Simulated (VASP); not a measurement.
Here is the system:

```
CdZnSe2
1.0
    4.12189     0.00000     0.00000
    0.00000     4.12189     0.00000
    0.00000     0.00000     5.90574
Zn Cd Se
1 1 2
Direct
  0.50000   0.50000   0.50000
  0.00000   0.00000   0.00000
  0.00000   0.50000   0.72628
  0.50000   0.00000   0.27372
```

Method: PBEsol GGA, VASP's PBE PAW potentials (set 64) (plane waves; VASP). Settings: 400 eV cut-off, 6×6×4 Γ-centred mesh, tetrahedra with Blöchl corrections, potentials Zn Cd Se.

The cores are frozen, which limits the accuracy of field gradients.

### Question
Give the principal components of the electric field gradient (V/Å²) and the asymmetry η at each nucleus.

### Answer

```csv
atom,Vxx,Vyy,Vzz,η
Zn1,-6.5,-6.5,12.9,0.00
Cd2,14.1,14.1,-28.3,0.00
Se3,24.2,9.6,-33.8,0.43
Se4,24.2,9.6,-33.8,0.43
```

The structure comes from a computed database's ZnCdSe2 entry (P-4m2); how it stands against other phases isn't given here. It was relaxed first.
